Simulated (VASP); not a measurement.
Given:

```yaml
crystal:
  lattice:
    - [0.00000, 2.99484, 2.99484]
    - [2.99484, 0.00000, 2.99484]
    - [2.99484, 2.99484, 0.00000]
  atoms:
    - { symbol: Al, position: [0.25000, 0.25000, 0.25000] }
    - { symbol: Al, position: [0.75000, 0.75000, 0.75000] }
    - { symbol: Au, position: [0.00000, 0.00000, 0.00000] }
```

Method: r2SCAN+rVV10, VASP's PBE PAW potentials (set 64) (plane waves; VASP). Run with 520 eV cut-off, 10×10×10 Γ-centred mesh, tetrahedra with Blöchl corrections, potentials Al Au.

**Question.** Give the energies of bands 2 to 11 at the high-symmetry points, in eV from the Fermi level.

**Answer.** 
| band | Γ | X | U | L | W |
|---|---|---|---|---|---|
| 2 | -6.92 | -7.47 | -7.08 | -6.72 | -7.34 |
| 3 | -6.92 | -6.46 | -6.91 | -6.66 | -6.63 |
| 4 | -6.92 | -6.04 | -6.16 | -6.66 | -6.60 |
| 5 | -5.91 | -6.04 | -5.88 | -5.77 | -6.04 |
| 6 | -5.91 | -5.58 | -5.80 | -5.77 | -5.45 |
| 7 | 2.98 | -5.28 | -4.78 | -5.71 | -4.17 |
| 8 | 3.09 | -2.23 | -3.52 | 0.37 | -4.17 |
| 9 | 3.09 | -2.23 | -1.44 | 0.37 | -2.26 |
| 10 | 3.09 | 1.66 | 2.21 | 3.84 | 4.56 |
| 11 | 4.25 | 2.39 | 4.78 | 4.16 | 4.56 |

It has no gap at this level: it comes out as a metal or semimetal.

The compound is AuAl2 in the fluorite structure. It was relaxed first. The electron count is odd and the run is not spin-polarised, which forces a metal.
